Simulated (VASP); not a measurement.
# YCu2 (Fd-3m) in VASP: single point with LDA

Aim: the single point of YCu2 with LDA.

Everything below comes from runs of VASP 6.6.1. Logs are shortened: lines on timing, memory, paths and dates and some standing lists are left out, and cuts for length are marked.

### 1 Starting point

The structure is cubic, space group Fd-3m (No. 227). The conventional cell has a = 7.461 Å, b = 7.461 Å, c = 7.461 Å, α = 90.00°, β = 90.00°, γ = 90.00°. Y (site symmetry -43m) is surrounded by 12 Cu at 3.09 Å and 4 Y at 3.23 Å. Cu (site symmetry -3m) is surrounded by 6 Cu at 2.64 Å.

The cell comes from a database or a generator and needn't be the stable form of this composition.

### 2 Single point, LDA

INCAR

```
SYSTEM = YCu2
  PREC = Accurate
  ENCUT = 520
  EDIFF = 1E-6
  ISMEAR = 1
  SIGMA = 0.02
  LREAL = .FALSE.
  LASPH = .TRUE.
  NELM = 100
  ALGO = Fast
  ISIF = 2
  LWAVE = .FALSE.
  LCHARG = .FALSE.
  GGA = CA
  ISYM = 0
  NBANDS = 42
```

KPOINTS

```
Automatic mesh
0
Gamma
  4 4 4
  0.5 0.5 0.5
```

POSCAR

```
YCu2
1.0
    0.0000000000      3.7305950000      3.7305950000
    3.7305950000      0.0000000000      3.7305950000
    3.7305950000      3.7305950000      0.0000000000
Y Cu
2 4
Direct
    0.0000000000      0.0000000000      0.0000000000
    0.2500000000      0.2500000000      0.2500000000
    0.1250000000      0.6250000000      0.6250000000
    0.6250000000      0.1250000000      0.6250000000
    0.6250000000      0.6250000000      0.1250000000
    0.6250000000      0.6250000000      0.6250000000
```

Potentials or basis: VASP PAW LDA potentials, release 64 (Y_sv, Cu).

The run is started by

```sh
cat potpaw_LDA.64/Y_sv/POTCAR potpaw_LDA.64/Cu/POTCAR > POTCAR
mpirun -np 1 vasp_std > vasp.out
```

OUTCAR:

```text
SYSTEM = YCu2
   PREC = Accurate
   ENCUT = 520
   EDIFF = 1E-6
   ISMEAR = 1
   LREAL = .FALSE.
   LASPH = .TRUE.
   NELM = 100
   ISIF = 2
   GGA = CA
   ISYM = 0

 ion  position               nearest neighbor table
   1  0.000  0.000  0.000-   6 3.09   3 3.09   4 3.09   5 3.09   6 3.09   6 3.09   3 3.09   4 3.09
                             4 3.09   3 3.09   5 3.09   5 3.09   2 3.23   2 3.23   2 3.23   2 3.23
   2  0.250  0.250  0.250-   3 3.09   4 3.09   5 3.09   6 3.09   6 3.09   6 3.09   3 3.09   5 3.09
                             4 3.09   4 3.09   5 3.09   3 3.09   1 3.23   1 3.23   1 3.23   1 3.23
   3  0.125  0.625  0.625-   6 2.64   5 2.64   4 2.64   4 2.64   5 2.64   6 2.64   1 3.09   2 3.09
                             2 3.09   1 3.09   2 3.09   1 3.09
   4  0.625  0.125  0.625-   6 2.64   5 2.64   3 2.64   5 2.64   6 2.64   3 2.64   1 3.09   2 3.09
                             1 3.09   2 3.09   1 3.09   2 3.09
   5  0.625  0.625  0.125-   6 2.64   3 2.64   4 2.64   6 2.64   4 2.64   3 2.64   1 3.09   2 3.09
                             1 3.09   2 3.09   1 3.09   2 3.09
   6  0.625  0.625  0.625-   3 2.64   4 2.64   5 2.64   5 2.64   4 2.64   3 2.64   1 3.09   2 3.09
                             1 3.09   2 3.09   1 3.09   2 3.09

IMPORTANT INFORMATION: All symmetrisations will be switched off!
NOSYMM: (Re-)initialisation of all symmetry stuff for point group C_1.

----------------------------------------------------------------------------------------

                                     Primitive cell

  volume of cell :     103.8399

  direct lattice vectors                    reciprocal lattice vectors
     0.000000000  3.730595000  3.730595000    -0.134026878  0.134026878  0.134026878
     3.730595000  0.000000000  3.730595000     0.134026878 -0.134026878  0.134026878
     3.730595000  3.730595000  0.000000000     0.134026878  0.134026878 -0.134026878

  length of vectors
     5.275858045  5.275858045  5.275858045     0.232141362  0.232141362  0.232141362

  position of ions in fractional coordinates (direct lattice)
     0.000000000  0.000000000  0.000000000
     0.250000000  0.250000000  0.250000000
     0.125000000  0.625000000  0.625000000
     0.625000000  0.125000000  0.625000000
     0.625000000  0.625000000  0.125000000
     0.625000000  0.625000000  0.625000000

  ion indices of the primitive-cell ions
   primitive index   ion index
                 1           1
                 2           2
                 3           3
                 4           4
                 5           5
                 6           6

----------------------------------------------------------------------------------------

 KPOINTS: Automatic mesh

Automatic generation of k-mesh.
 Grid dimensions read from file:
 generate k-points for:    4    4    4

 Generating k-lattice:

  Cartesian coordinates                     Fractional coordinates (reciprocal lattice)
    -0.033506719  0.033506719  0.033506719     0.250000000  0.000000000  0.000000000
     0.033506719 -0.033506719  0.033506719     0.000000000  0.250000000  0.000000000
     0.033506719  0.033506719 -0.033506719     0.000000000  0.000000000  0.250000000

  Length of vectors
     0.058035340  0.058035340  0.058035340

  Shift w.r.t. Gamma in fractional coordinates (k-lattice)
     0.500000000  0.500000000  0.500000000

 Subroutine IBZKPT returns following result:
 ===========================================

 Found    128 irreducible k-points:

 Following reciprocal coordinates:
            Coordinates               Weight
  0.125000  0.125000  0.125000      2.000000
  0.125000  0.000000  0.000000      2.000000
  0.000000  0.000000 -0.125000      2.000000
  0.000000  0.125000  0.000000      2.000000
  0.375000  0.125000  0.125000      2.000000
  0.125000  0.375000  0.125000      2.000000
[... 16 lines left out ...]
  0.000000  0.500000 -0.125000      2.000000
  0.500000  0.000000 -0.125000      2.000000
 [... further k-points ...]
   k-points           NKPTS =    128   k-points in BZ     NKDIM =    128   number of bands    NBANDS=     42
   number of dos      NEDOS =    301   number of ions     NIONS =      6
   total plane-waves  NPLWV =  64000
   dimension x,y,z NGX =    40 NGY =   40 NGZ =   40
   dimension x,y,z NGXF=    80 NGYF=   80 NGZF=   80
   ions per type =               2   4
   NGX,Y,Z   is equivalent  to a cutoff of  12.60, 12.60, 12.60 a.u.
   NGXF,Y,Z  is equivalent  to a cutoff of  25.21, 25.21, 25.21 a.u.
 SYSTEM =  YCu2
   PREC   = accura    normal or accurate (medium, high low for compatibility)
   ISTART =      0    job   : 0-new  1-cont  2-samecut
   ICHARG =      2    charge: 1-file 2-atom 10-const
   ISPIN  =      1    spin polarized calculation?
   LNONCOLLINEAR =      F non collinear calculations
   LSORBIT =      F    spin-orbit coupling
   LASPH  =      T    aspherical Exc in radial PAW
   ENCUT  =  520.0 eV  38.22 Ry    6.18 a.u.   9.81  9.81  9.81*2*pi/ulx,y,z
   NELM   =    100;   NELMIN=  2; NELMDL= -5     # of ELM steps
   EDIFF  = 0.1E-05   stopping-criterion for ELM
   LREAL  =      F    real-space projection
   EDIFFG = 0.1E-04   stopping-criterion for IOM
   NSW    =      0    number of steps for IOM
   IBRION =     -1    ionic relax: 0-MD 1-quasi-New 2-CG
   NFREE  =      0    steps in history (QN), initial steepest desc. (CG)
   ISIF   =      2    stress and relaxation
   ISYM   =      0    0-nonsym 1-usesym 2-fastsym
   POTIM  = 0.5000    time-step for ionic-motion
   TEBEG  =    0.0;   TEEND  =   0.0 temperature during run
   PSTRESS=    0.0 pullay stress
   NELECT =      66.0000    total number of electrons
   NUPDOWN=      -1.0000    fix difference up-down
   EMIN   =  10.00;   EMAX   =-10.00  energy-range for DOS
   EFERMI =   0.00;   METHOD = LEGACY
   ISMEAR =     1;   SIGMA  =   0.02  broadening in eV -4-tet -1-fermi 0-gaus
   EFERMI_NEDOS =   21; number of points for ismear=-14 and -15
   IALGO  =     68    algorithm
   IMIX   =      4    mixing-type and parameters
     AMIX     =   0.40;   BMIX     =  1.00
     AMIX_MAG =   1.60;   BMIX_MAG =  1.00
  volume/ion in A,a.u.               =      17.31       116.79
  Fermi-wavevector in a.u.,A,eV,Ry     =   1.407564  2.659910 26.956344  1.981235
  Thomas-Fermi vector in A             =   2.529810
   LORBIT       =      0    0 simple, 1 ext, 2 COOP (PROOUT), +10 PAW based schemes
   GGA     = CA    functional components
   LHFCALC =     F    Hartree Fock is set to
   AEXX    =    0.0000 exact exchange contribution
   IVDW    =     0    specifies the selected vdW correction
   LEPSILON=     F    determine dielectric tensor
   LRPA    =     F    only Hartree local field effects (RPA)
 non-spin polarized calculation
 RMM-DIIS sequential band-by-band and
 Methfessel and Paxton  Order N= 1 SIGMA  =   0.02
  energy-cutoff  :      520.00
  volume of cell :      103.84
 maximum number of plane-waves:      2809
   NGX = 19   NGY = 19   NGZ = 19

 number of electron      66.0000011 magnetization

 Free energy of the ion-electron system (eV)
  ---------------------------------------------------
  ext. energy  EPLUGINS =         0.00000000
  ---------------------------------------------------
  free energy    TOTEN  =       -33.36504094 eV

  energy without entropy =      -33.36477977  energy(sigma->0) =      -33.36495389

 E-fermi :   5.4360     XC(G=0): -11.6051

 val. band max:        5.4313932407   @ k =   0.5000   0.1250   0.2500
 cond. band min:       5.4532868870   @ k =   0.0000   0.2500  -0.1250
 fundamental gap:      0.0218936463
 Fermi energy:         5.4360007008

 k-point     1 :       0.1250    0.1250    0.1250
  band No.  band energies     occupation
      1     -37.1106      2.00000
      2     -36.9647      2.00000
      3     -17.4103      2.00000
      4     -17.4103      2.00000
      5     -17.4033      2.00000
      6     -17.0149      2.00000
[... 34 lines left out ...]
     41      10.6799      0.00000
     42      10.7434      0.00000

 k-point     2 :       0.1250    0.0000    0.0000
  band No.  band energies     occupation
      1     -37.1106      2.00000
      2     -36.9647      2.00000
      3     -17.4103      2.00000
      4     -17.4103      2.00000
      5     -17.4033      2.00000
      6     -17.0149      2.00000
[... 34 lines left out ...]
     41      10.6685      0.00000
     42      10.8572      0.00000

 k-point     3 :       0.0000    0.0000   -0.1250
  band No.  band energies     occupation
      1     -37.1106      2.00000
      2     -36.9647      2.00000
      3     -17.4103      2.00000
      4     -17.4103      2.00000
      5     -17.4033      2.00000
      6     -17.0149      2.00000
[... 34 lines left out ...]
     41      10.6253      0.00000
     42      10.7252      0.00000

 k-point     4 :       0.0000    0.1250    0.0000
  band No.  band energies     occupation
      1     -37.1106      2.00000
      2     -36.9647      2.00000
      3     -17.4103      2.00000
      4     -17.4103      2.00000
      5     -17.4033      2.00000
      6     -17.0149      2.00000
[... 844 lines left out ...]
     41      10.3689      0.00000
     42      10.5805      0.00000

 k-point    23 :       0.0000    0.5000   -0.1250
  band No.  band energies     occupation
      1     -37.0734      2.00000
      2     -37.0021      2.00000
      3     -17.4780      2.00000
      4     -17.4570      2.00000
      5     -17.3708      2.00000
      6     -17.0554      2.00000
[... 34 lines left out ...]
     41      10.3533      0.00000
     42      10.5168      0.00000

 k-point    24 :       0.5000    0.0000   -0.1250
  band No.  band energies     occupation
      1     -37.0734      2.00000
      2     -37.0021      2.00000
      3     -17.4780      2.00000
      4     -17.4570      2.00000
      5     -17.3708      2.00000
      6     -17.0554      2.00000
[... 34 lines left out ...]
     41      10.3633      0.00000
     42      11.4037      0.00000

 [... further k-points ...]

------------------------ aborting loop because EDIFF is reached ----------------------------------------

  FORCE on cell =-STRESS in cart. coord.  units (eV):
  Direction    XX          YY          ZZ          XY          YZ          ZX
  --------------------------------------------------------------------------------------
  -------------------------------------------------------------------------------------
  Total       -5.2988262     -5.2988072     -5.2988389     -0.0000062     -0.0000397     -0.0000072
  in kB      -81.7571890    -81.7568954    -81.7573853     -0.0000963     -0.0006130     -0.0001114
  external PRESSURE =     -81.7571566 kB  Pullay stress =       0.0000000 kB

 VOLUME and BASIS-vectors are now :
 -----------------------------------------------------------------------------
  energy-cutoff  :      520.00
  volume of cell :      103.84
      direct lattice vectors                 reciprocal lattice vectors
     0.000000000  3.730595000  3.730595000    -0.134026878  0.134026878  0.134026878
     3.730595000  0.000000000  3.730595000     0.134026878 -0.134026878  0.134026878
     3.730595000  3.730595000  0.000000000     0.134026878  0.134026878 -0.134026878

 POSITION                                       TOTAL-FORCE (eV/Angst)
 -----------------------------------------------------------------------------------
      0.00000      0.00000      0.00000         0.000011     -0.000005     -0.000003
      1.86530      1.86530      1.86530        -0.000008      0.000011     -0.000015
      4.66324      2.79795      2.79795         0.000007     -0.000010     -0.000004
      2.79795      4.66324      2.79795        -0.000001      0.000004      0.000003
      2.79795      2.79795      4.66324        -0.000007     -0.000022      0.000002
      4.66324      4.66324      4.66324        -0.000002      0.000023      0.000017
 -----------------------------------------------------------------------------------
    total drift:                               -0.000037      0.000003     -0.000060

  FREE ENERGIE OF THE ION-ELECTRON SYSTEM (eV)
  ---------------------------------------------------
  free  energy   TOTEN  =       -33.3650409431 eV

  energy  without entropy=      -33.3647797691  energy(sigma->0) =      -33.36495389
```

It took 19 min on 1 thread of Intel Xeon Platinum 8488C (Sapphire Rapids), shared host; peak memory 0.55 GiB.

What came out:

```
Free energy            : -33.3650 eV
Pressure               : -8.2 GPa
Band gap on the k mesh : none (metal or under the smearing width)
```

Caveat: the k mesh is coarse (spacing up to 0.36 Å⁻¹), so the values aren't converged.
